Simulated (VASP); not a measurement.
Data:

```
La2O3
1.0
    1.95278    -3.38231     0.00000
    1.95278     3.38231     0.00000
    0.00000     0.00000     6.07237
La O
2 3
Direct
  0.33333   0.66667   0.24610
  0.66667   0.33333   0.75390
  0.00000   0.00000   0.00000
  0.33333   0.66667   0.64583
  0.66667   0.33333   0.35417
```

Method: AM05 GGA, VASP's PBE PAW potentials (set 64) (plane waves; VASP 6.6.1). Settings: 520 eV cut-off, 7×7×4 Γ-centred mesh, tetrahedra with Blöchl corrections, potentials La O.

Q: Predict the energy per atom (σ→0).

A: 
| Quantity | Result |
|---|---|
| energy per atom (σ→0) | -8.512 eV/atom |

Only differences to runs with the same potentials and settings are physical.

The compound is La2O3 in the a-type structure. It was relaxed first.
